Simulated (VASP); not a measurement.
A VASP calculation is set up with these files.

INCAR:
```
LASPH  =  T   ! aspherical one-centre terms
NELM  =  100   ! most electronic steps
LREAL  =  F
SYSTEM  =  Ag
LWAVE  =  F
PREC  =  Accurate
SIGMA  =  0.1   ! width (eV)
LMAXMIX  =  4   ! l cut-off of mixed one-centre charges
GGA  =  PE   ! PBE
ALGO  =  Normal   ! blocked Davidson
LCHARG  =  F
ENCUT  =  480
ISMEAR  =  1   ! Methfessel-Paxton
ISIF  =  2
EDIFF  =  1E-7   ! SCF stop (eV)
```

### POSCAR
```
Ag
2.9282370
  0.0000000000   0.7071066736   0.7071066736
  0.7071066736   0.0000000000   0.7071066736
  0.7071066736   0.7071066736   0.0000000000
Ag
1
Cartesian
  0.0000000000   0.0000000000   0.0000000000
```

KPOINTS:
```
Automatic mesh
0
Gamma
14 14 14
0 0 0
```

POTCAR, in this order: Ag (PBE.64 set). Program: vasp_std.

Q: Translate this PBE calculation to Quantum ESPRESSO's pw.x.

A: One equivalent input (not run):
```
&CONTROL
  calculation = 'scf'
  pseudo_dir = './pseudo'
  outdir = './out'
  tprnfor = .true.
  tstress = .true.
/
&SYSTEM
  ibrav = 0
  nat = 1
  ntyp = 1
  ecutwfc = 82
  occupations = 'smearing'
  smearing = 'methfessel-paxton'
  degauss = 0.00735
  input_dft = 'pbe'
/
&ELECTRONS
  conv_thr = 7.3e-09
  electron_maxstep = 100
/
ATOMIC_SPECIES
  Ag 107.868 Ag.upf
CELL_PARAMETERS angstrom
     0.0000000    2.0705759    2.0705759
     2.0705759    0.0000000    2.0705759
     2.0705759    2.0705759    0.0000000
ATOMIC_POSITIONS crystal
  Ag   0.0000000  0.0000000  0.0000000
K_POINTS automatic
  14 14 14 0 0 0
```
What does not carry over: the potentials are each code's own (VASP's PAW set, PseudoDojo norm-conserving files in pw.x), so ENCUT and ecutwfc are chosen apart and not converted; conv_thr bounds pw.x's estimated SCF error, while EDIFF bounds the energy change between steps.

The compound is Ag in the fcc structure. It was relaxed first.
